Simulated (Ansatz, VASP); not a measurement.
**Two plane-wave programs on NiRu**

The input INCAR:

```
PREC = Accurate
ENCUT = 600
EDIFF = 1E-6
ISMEAR = 0
SIGMA = 0.1
LREAL = False
LASPH = True
NELM = 100
ALGO = Fast
ISIF = 3
LWAVE = False
LCHARG = False
GGA = PE
IBRION = 2
NSW = 100
EDIFFG = -0.01
```

The input KPOINTS:

```
Automatic mesh
0
Gamma
  16 16 12
```

POSCAR

```
NiRu
1.0
    2.6217962034      0.0000000000      0.0000000000
    0.0000000000      2.6217962034      0.0000000000
    0.0000000000      0.0000000000      3.5656428367
Ni Ru
1 1
Direct
    0.0000000000      0.0000000000      0.0000000000
    0.5000000000      0.5000000000      0.5000000000
```

Input for Ansatz:

```yaml
crystal:
  lattice:
    - [2.6217962034, 0.0, 0.0]
    - [0.0, 2.6217962034, 0.0]
    - [0.0, 0.0, 3.5656428367]
  atoms:
    - { symbol: Ni, position: [0.0, 0.0, 0.0] }
    - { symbol: Ru, position: [0.5, 0.5, 0.5] }
basis:
  ecutwfc: 420
kpoints:
  mp_grid: { grid: [16, 16, 12] }
hamiltonian:
  xc: pbe
scf:
  occupations: { method: gaussian, width: 0.1 }
output:
  forces: true
  stress: true
  eigenvalues: true
  write_density: true
  write_potential: true
  elf: true
  volumetric_format: npy
relax:
  adjacent_minimum: "off"
  f_tol: 0.01
  max_steps: 80
  cell: { stress_tol: 0.05 }
```

The cell was built by a generator and needn't be a form met in nature.

Alike in both runs: task relaxation of cell and atoms; functional PBE; k mesh 16 × 16 × 12; occupations gaussian, width 0.1 eV; no spin polarisation.

```csv
,VASP,Ansatz
version,VASP 6.6.1,Ansatz 0.2.0
potentials or method,"VASP PAW PBE potentials, release 64 (Ni, Ru_pv)","scalar-relativistic, plane waves, PAW"
plane-wave cutoff (eV),600,420
valence electrons in the cell,24,34
```

```csv
,VASP,Ansatz,Ansatz less VASP
"gap on the k mesh at the Fermi level, each at its own relaxed structure (eV)",none,none,-
relaxed volume (Å³/atom),12.37,12.40,+0.026
relaxed cell length with the largest relative difference (Å),2.594,2.597,+0.0026
energy change over the relaxation (meV/atom),-7,-7,-0.1
```

A gap of «none» marks a metal or a gap that the smearing closes. The two sets of potentials don't hold the same shells in valence.

Spin polarisation is off, so any magnetic state and its effect on volume and gap are missing.
